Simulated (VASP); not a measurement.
All values below come from PBE GGA, VASP's PBE PAW potentials (set 64) (plane waves; VASP 6.6.1).

The input files of a VASP run:

KPOINTS:
```
Automatic mesh
0
Gamma
11 11 11
0 0 0
```

File POSCAR:
```
LiF
1
    0.0000000000     2.0277431141     2.0277431141
    2.0277431141     0.0000000000     2.0277431141
    2.0277431141     2.0277431141     0.0000000000
Li F
1 1
Direct
  0.0000000000   0.0000000000   0.0000000000
  0.5000000000   0.5000000000   0.5000000000
```

### INCAR
```
LEPSILON = .True.
LCHARG = .False.
ALGO = Normal
LWAVE = .False.
EDIFF = 1E-8
SYSTEM = LiF
SIGMA = 0.01   ! width (eV)
IBRION = 8
NSW = 1   ! most ionic steps
LASPH = .True.
GGA = PE   ! PBE
ENCUT = 520   ! plane-wave cut-off (eV)
LREAL = .False.
ISMEAR = 0
PREC = Accurate
NELM = 100   ! most electronic steps
```

POTCAR, in this order: Li_sv F (PBE.64 set). Program: vasp_std.

The run wrote:

### OUTCAR
```


 HEAD OF MICROSCOPIC STATIC DIELECTRIC TENSOR (INDEPENDENT PARTICLE, excluding Hartree and local field effects)
 ------------------------------------------------------
           2.071196     0.000000    -0.000000
           0.000000     2.071196     0.000000
          -0.000000     0.000000     2.071196
 ------------------------------------------------------

 MACROSCOPIC STATIC DIELECTRIC TENSOR (including local field effects in DFT)
 ------------------------------------------------------
           2.050950    -0.000000     0.000000
          -0.000000     2.050950     0.000000
          -0.000000    -0.000000     2.050950
 ------------------------------------------------------

 PIEZOELECTRIC TENSOR (including local field effects)  for field in x, y, z        (e  Angst)
          XX          YY          ZZ          XY          YZ          ZX
  --------------------------------------------------------------------------------
  x     0.00000     0.00000     0.00000     0.00000     0.00000     0.00000
  y     0.00000     0.00000     0.00000     0.00000     0.00000     0.00000
  z     0.00000     0.00000     0.00000     0.00000     0.00000     0.00000

 PIEZOELECTRIC TENSOR (including local field effects)  for field in x, y, z        (C/m^2)
          XX          YY          ZZ          XY          YZ          ZX
  --------------------------------------------------------------------------------
  x     0.00000     0.00000     0.00000     0.00000     0.00000     0.00000
  y     0.00000     0.00000     0.00000     0.00000     0.00000     0.00000
  z     0.00000     0.00000     0.00000     0.00000     0.00000     0.00000

 BORN EFFECTIVE CHARGES (including local field effects) (in |e|, cummulative output)
 ---------------------------------------------------------------------------------
 ion    1
    1     1.05252     0.00000     0.00000
    2     0.00000     1.05252     0.00000
    3     0.00000     0.00000     1.05252
 ion    2
    1    -1.05252    -0.00000    -0.00000
    2    -0.00000    -1.05252    -0.00000
    3    -0.00000    -0.00000    -1.05252

   1 f  =    8.368468 THz    52.580638 2PiTHz  279.142061 cm-1    34.609189 meV

   2 f  =    8.368468 THz    52.580638 2PiTHz  279.142061 cm-1    34.609189 meV

   3 f  =    8.368468 THz    52.580638 2PiTHz  279.142061 cm-1    34.609189 meV

   4 f/i=    0.000197 THz     0.001236 2PiTHz    0.006562 cm-1     0.000814 meV

   5 f/i=    0.000197 THz     0.001236 2PiTHz    0.006562 cm-1     0.000814 meV

   6 f/i=    0.000197 THz     0.001236 2PiTHz    0.006562 cm-1     0.000814 meV

 MACROSCOPIC STATIC DIELECTRIC TENSOR IONIC CONTRIBUTION
 ------------------------------------------------------
           8.192870     0.000000     0.000000
           0.000000     8.192870     0.000000
           0.000000     0.000000     8.192870
 ------------------------------------------------------

 ELASTIC MODULI CONTR FROM IONIC RELAXATION (kBar)
 Direction    XX          YY          ZZ          XY          YZ          ZX
 --------------------------------------------------------------------------------
 XX           0.0000      0.0000      0.0000      0.0000      0.0000      0.0000
 YY           0.0000      0.0000      0.0000      0.0000      0.0000      0.0000
 ZZ           0.0000      0.0000      0.0000      0.0000      0.0000      0.0000
 XY           0.0000      0.0000      0.0000      0.0000      0.0000      0.0000
 YZ           0.0000      0.0000      0.0000      0.0000      0.0000      0.0000
 ZX           0.0000      0.0000      0.0000      0.0000      0.0000      0.0000
 --------------------------------------------------------------------------------

 PIEZOELECTRIC TENSOR IONIC CONTR  for field in x, y, z        (C/m^2)
          XX          YY          ZZ          XY          YZ          ZX
  --------------------------------------------------------------------------------
  x     0.00000     0.00000     0.00000     0.00000     0.00000     0.00000
  y     0.00000     0.00000     0.00000     0.00000     0.00000     0.00000
  z     0.00000     0.00000     0.00000     0.00000     0.00000     0.00000
```
(Selected blocks of OUTCAR.)

The compound is LiF in the rock salt structure. It was relaxed first.
